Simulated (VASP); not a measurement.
Input:

```
KCl
1.0
    4.44770     0.00000     0.00000
    0.00000     6.29000     0.00000
    0.00000     0.00000    28.34311
K Cl
6 6
Cartesian
  0.00000   0.00000   8.68099
  2.22385   3.14500  10.77784
  0.00000   0.00000  13.06677
  2.22385   3.14500  15.27634
  0.00000   0.00000  17.56526
  2.22385   3.14500  19.66212
  2.22385   0.00000  10.78240
  0.00000   3.14500   8.63649
  2.22385   0.00000  15.27058
  0.00000   3.14500  13.07252
  2.22385   0.00000  19.70661
  0.00000   3.14500  17.56070
```

Method: r2SCAN meta-GGA, VASP's PBE PAW potentials (set 64) (plane waves; VASP). Run with PREC = Normal, 400 eV cut-off, 5×3×1 Γ-centred mesh, Gaussian smearing of 0.050 eV, potentials K_sv Cl.

Q: What does the run give for the energy per atom (σ→0), band gap (on the k-mesh) with the smallest direct gap where there is one?

A: 
| Property | Result |
|---|---|
| band gap (on the k-mesh) | 5.14 eV |
| smallest direct gap (on the k-mesh) | 5.14 eV |
| energy per atom (σ→0) | -8163 meV/atom |

Only differences to runs with the same potentials and settings are physical.

The cell is a thin slab with vacuum, built from KCl (rock salt): (110) face.
